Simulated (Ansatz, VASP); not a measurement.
## PbO (Litharge): VASP beside Ansatz

Wanted: the spread between two codes on one cell, functional and k mesh.

Calculated with Ansatz 0.2.0; plane waves, with VASP 6.6.1 beside it; band structure at HSE06.

The database entry behind the starting cell differs from later determinations by our own check (an axis about 0.4 % long against later determinations), so it need not match the best structure at ambient conditions.

## (1) The structure

It takes space group P4/nmm (No. 129, tetragonal). Conventional cell: a = 3.990 Å, b = 3.990 Å, c = 5.010 Å, α = 90.00°, β = 90.00°, γ = 90.00°. Nearest to Pb lie 4 O at 2.33 Å. Nearest to O lie 4 Pb at 2.33 Å. Farther neighbours and most contacts between anions are not listed.

As a file:

```xyz
4
Lattice="3.9900 0.0000 0.0000 0.0000 3.9900 0.0000 0.0000 0.0000 5.0100" Properties=species:S:1:pos:R:3 pbc="T T T"
Pb    0.0000    1.9950    1.2024
Pb    1.9950    0.0000    3.8076
O     0.0000    0.0000    0.0000
O     1.9950    1.9950    0.0000
```

## (2) VASP: band structure, HSE06

Levels along a path test the potential and the projectors away from the mesh points.

Lines of VASP's logs that name or quote its potential files are left out, and so is its time.

The run reads the wave functions of an earlier VASP run, which isn't shown here.

The input, INCAR:

```
SYSTEM = PbO
PREC = Accurate
ENCUT = 520
EDIFF = 1E-06
NELM = 100
ISMEAR = 0
SIGMA = 0.02
LREAL = .FALSE.
ALGO = Normal
LHFCALC = .TRUE.
AEXX = 0.25
GGA = PE
HFSCREEN = 0.2
LASPH = .TRUE.
NBANDS = 26
PRECFOCK = Fast
LORBIT = 11
LWAVE = .FALSE.
LCHARG = .FALSE.
KPAR = 4
```

The input, POSCAR:

```
PbO
1.0
    3.9900000000      0.0000000000      0.0000000000
    0.0000000000      3.9900000000      0.0000000000
    0.0000000000      0.0000000000      5.0100000000
Pb O
2 2
Direct
    0.0000000000      0.5000000000      0.2400000000
    0.5000000000      0.0000000000      0.7600000000
    0.0000000000      0.0000000000      0.0000000000
    0.5000000000      0.5000000000      0.0000000000
```

The input, KPOINTS:

```
Automatic mesh
0
Gamma
4 4 3
0 0 0
```

The input, KPOINTS_OPT:

```
Line mode
6
Line-mode
Reciprocal
  0.00000000   0.00000000   0.00000000 GAMMA
  0.00000000   0.50000000   0.00000000 X

  0.00000000   0.50000000   0.00000000 X
  0.50000000   0.50000000   0.00000000 M

  0.50000000   0.50000000   0.00000000 M
  0.00000000   0.00000000   0.00000000 GAMMA

  0.00000000   0.00000000   0.00000000 GAMMA
  0.00000000   0.00000000   0.50000000 Z

  0.00000000   0.00000000   0.50000000 Z
  0.00000000   0.50000000   0.50000000 R

  0.00000000   0.50000000   0.50000000 R
  0.50000000   0.50000000   0.50000000 A

  0.50000000   0.50000000   0.50000000 A
  0.00000000   0.00000000   0.50000000 Z

  0.00000000   0.50000000   0.00000000 X
  0.00000000   0.50000000   0.50000000 R

  0.50000000   0.50000000   0.00000000 M
  0.50000000   0.50000000   0.50000000 A
```

Potentials, in the order of the species: Pb_d and O (PBE family, release 64).

On the command line:

```bash
$ mpirun -np 8 vasp_std
```

Numbers of over 12 decimals in the logs are rounded to 6 here.

What it wrote:

```text
[banner, memory and clock lines left out]
running    8 mpi-ranks, on    1 nodes
 distrk:  each k-point on    2 cores,    4 groups
 distr:  one band on    1 cores,    2 groups

 POSCAR found type information on POSCAR PbO
 POSCAR found :  2 types and       4 ions
|                                                                             |
|           W    W    AA    RRRRR   N    N  II  N    N   GGGG   !!!           |
|           W    W   A  A   R    R  NN   N  II  NN   N  G    G  !!!           |
|           W    W  A    A  R    R  N N  N  II  N N  N  G       !!!           |
|           W WW W  AAAAAA  RRRRR   N  N N  II  N  N N  G  GGG   !            |
|           WW  WW  A    A  R   R   N   NN  II  N   NN  G    G                |
|           W    W  A    A  R    R  N    N  II  N    N   GGGG   !!!           |
|                                                                             |
|     For optimal performance we recommend to set                             |
|       NCORE = 2 up to number-of-cores-per-socket                            |
|     NCORE specifies how many cores store one orbital (NPAR=cpu/NCORE).      |
|     This setting can greatly improve the performance of VASP for DFT.       |
|     The default, NCORE=1 might be grossly inefficient on modern             |
|     multi-core architectures or massively parallel machines. Do your        |
|     Unfortunately you need to use the default for GW and RPA                |
|     calculations (for HF NCORE is supported but not extensively tested      |
|     yet).                                                                   |
|                                                                             |

 LDA part: xc-table for (Slater+PW92), standard interpolation
 found WAVECAR, reading the header
 POSCAR, INCAR and KPOINTS ok, starting setup
 FFT: planning ... GRIDC
 FFT: planning ... GRID_SOFT
 FFT: planning ... GRID
 reading WAVECAR
 the WAVECAR file was read successfully
 initial charge from wavefunction
 entering main loop
       N       E                     dE             d eps       ncg     rms          rms(c)
DAV:   1    -0.265158234407E+02   -0.26516E+02   -0.10175E+00   790   0.108E+01    0.884E-01
DAV:   2    -0.265207515289E+02   -0.49281E-02   -0.12786E-01   794   0.223E+00    0.522E-01
DAV:   3    -0.265201781633E+02    0.57337E-03   -0.22846E-02   960   0.102E+00    0.380E-01
DAV:   4    -0.265191304277E+02    0.10477E-02   -0.13083E-03   898   0.489E-01    0.204E-01
DAV:   5    -0.265188637669E+02    0.26666E-03   -0.10561E-03   854   0.252E-01    0.949E-02
DAV:   6    -0.265187832797E+02    0.80487E-04   -0.74063E-05   800   0.101E-01    0.564E-02
DAV:   7    -0.265187657138E+02    0.17566E-04   -0.48882E-05   878   0.615E-02    0.357E-02
DAV:   8    -0.265187646895E+02    0.10242E-05   -0.10423E-05   714   0.259E-02    0.214E-02
DAV:   9    -0.265187651789E+02   -0.48939E-06   -0.38319E-06   656   0.163E-02
   1 F= -.26518765E+02 E0= -.26518765E+02  d E =-.286750E-24
 Start KPOINTS_OPT (optional k-point list driver)
k-point batch [1-12\54]
       N       E                     dE             ncg
DAV:   1     0.271442880277E+04   -0.71474E+04      624
DAV:   2    -0.285780185998E+04   -0.55722E+04      632
DAV:   3    -0.363746722430E+04   -0.77967E+03      790
DAV:   4    -0.370094612951E+04   -0.63479E+02      722
DAV:   5    -0.370298171009E+04   -0.20356E+01      888
DAV:   6    -0.370305341088E+04   -0.71701E-01      848
DAV:   7    -0.370305597171E+04   -0.25608E-02      896
DAV:   8    -0.370305606850E+04   -0.96792E-04      856
DAV:   9    -0.370305606939E+04   -0.88530E-06      600
[...]
k-point batch [49-54\54]
       N       E                     dE             ncg
DAV:   1     0.825562513521E+04   -0.72285E+04      312
DAV:   2     0.550976396826E+04   -0.27459E+04      324
DAV:   3     0.514792324232E+04   -0.36184E+03      370
DAV:   4     0.511355804425E+04   -0.34365E+02      358
DAV:   5     0.511194056704E+04   -0.16175E+01      402
DAV:   6     0.511188222076E+04   -0.58346E-01      396
DAV:   7     0.511188052447E+04   -0.16963E-02      412
DAV:   8     0.511188044441E+04   -0.80058E-04      414
DAV:   9     0.511188044372E+04   -0.68898E-06      276
```

From OUTCAR (step 2):

```text
ion  position               nearest neighbor table
   1  0.000  0.500  0.240-   3 2.33   4 2.33   3 2.33   4 2.33   2 3.71   2 3.71   2 3.71   2 3.71
                             2 3.84   2 3.84   2 3.84   2 3.84
   2  0.500  0.000  0.760-   3 2.33   4 2.33   4 2.33   3 2.33   1 3.71   1 3.71   1 3.71   1 3.71
                             1 3.84   1 3.84   1 3.84   1 3.84
   3  0.000  0.000  0.000-   1 2.33   2 2.33   1 2.33   2 2.33
   4  0.500  0.500  0.000-   1 2.33   2 2.33   2 2.33   1 2.33

  LATTYP: Found a simple tetragonal cell.
 ALAT       =     3.9900000000
 C/A-ratio  =     1.2556390977

 Subroutine GETGRP returns: Found 16 space group operations
 (whereof  8 operations were pure point group operations)

The static configuration has the point symmetry D_2d.
 The point group associated with its full space group is D_4h.

 Found     12 irreducible k-points:

   k-points           NKPTS =     12   k-points in BZ     NKDIM =     48   number of bands    NBANDS=     26

   dimension x,y,z NGX =    30 NGY =   30 NGZ =   40
   dimension x,y,z NGXF=    60 NGYF=   60 NGZF=   80

   ENCUT  =  520.0 eV  38.22 Ry    6.18 a.u.   7.42  7.42  9.32*2*pi/ulx,y,z

   NELECT =      40.0000    total number of electrons

 k-points in reciprocal lattice and weights: Automatic mesh
   0.00000000  0.00000000  0.00000000       0.021
   0.25000000  0.00000000  0.00000000       0.083
   0.50000000  0.00000000  0.00000000       0.042
   0.25000000  0.25000000  0.00000000       0.083
   0.50000000  0.25000000  0.00000000       0.083
   0.50000000  0.50000000  0.00000000       0.021
   0.00000000  0.00000000  0.33333333       0.042
   0.25000000  0.00000000  0.33333333       0.167
   0.50000000  0.00000000  0.33333333       0.083
   0.25000000  0.25000000  0.33333333       0.167
   0.50000000  0.25000000  0.33333333       0.167
   0.50000000  0.50000000  0.33333333       0.042

  exchange ACFDT corr.  =         0.00000000  see jH, gK, PRB 81, 115126

 average (electrostatic) potential at core
       1 -85.5555       2 -85.5555       3 -63.0407       4 -63.0407

 E-fermi :   4.6956

 k-point     1 :       0.0000    0.0000    0.0000
  band No.  band energies     occupation
    ...
     16      -0.2956      2.00000
     17       2.3941      2.00000
     18       2.4883      2.00000
     19       2.4883      2.00000
     20       4.5568      2.00000
     21       7.8490      0.00000
     22      11.0811      0.00000
     23      11.0811      0.00000
     24      11.1361      0.00000
     25      12.2866      0.00000
    ...

 k-point     2 :       0.2500    0.0000    0.0000
  band No.  band energies     occupation
    ...
     16       0.0880      2.00000
     17       1.6336      2.00000
     18       2.0502      2.00000
     19       2.2047      2.00000
     20       4.2675      2.00000
     21       8.9503      0.00000
     22       9.0450      0.00000
     23      11.1291      0.00000
     24      11.4409      0.00000
     25      12.1076      0.00000
    ...

 k-point     3 :       0.5000    0.0000    0.0000
  band No.  band energies     occupation
    ...
     16       0.8618      2.00000
     17       1.0420      2.00000
     18       1.0420      2.00000
     19       2.6486      2.00000
     20       2.6486      2.00000
     21       8.8028      0.00000
     22       8.8028      0.00000
     23      12.2804      0.00000
     24      12.2804      0.00000
     25      12.3732      0.00000
    ...

  energy-cutoff  :      520.00
  volume of cell :       79.76
      direct lattice vectors                 reciprocal lattice vectors
     3.990000000  0.000000000  0.000000000     0.250626566  0.000000000  0.000000000
     0.000000000  3.990000000  0.000000000     0.000000000  0.250626566  0.000000000
     0.000000000  0.000000000  5.010000000     0.000000000  0.000000000  0.199600798

 POSITION                                       TOTAL-FORCE (eV/Angst)
 -----------------------------------------------------------------------------------
      0.00000      1.99500      1.20240        -0.000000     -0.000000     -0.590393
      1.99500      0.00000      3.80760         0.000000     -0.000000      0.590393
      0.00000      0.00000      0.00000        -0.000000     -0.000000      0.000000
      1.99500      1.99500      0.00000        -0.000000      0.000000      0.000000
 -----------------------------------------------------------------------------------
    total drift:                                0.000004      0.000002      0.000000

  FREE ENERGIE OF THE ION-ELECTRON SYSTEM (eV)
  ---------------------------------------------------
  free  energy   TOTEN  =       -26.5187651789 eV

  energy  without entropy=      -26.5187651789  energy(sigma->0) =      -26.51876518

 total charge
# of ion       s       p       d       tot
------------------------------------------
    1        1.388   0.597   9.882  11.867
    2        1.388   0.597   9.882  11.867
    3        1.579   3.422   0.000   5.001
    4        1.579   3.422   0.000   5.001
--------------------------------------------------
tot          5.934   8.038  19.764  33.736

[... 3 further parts left out ...]
```

The k-mesh is coarse for exact exchange; levels may shift by about 0.1 eV on a finer one. Spin-orbit coupling is off here; with elements this heavy it splits and shifts levels by tenths of an eV or more. The PAW data sets were made with PBE, which is usual practice but a small mismatch for other functionals.

[end of part 1 of 2]

[Lines on the potential files, build, host, timing and source positions are cut from VASP's logs without a mark.]

[Logs are printed without paths, hosts, clocks, repeated set-up lines and the standing remarks that a program may print on its own settings, such as how far it seeks lower states.]

[Hosts, paths, dates, database ids (printed as entryN), source tags and the programs' standing remarks are cut or masked in the printed files.]
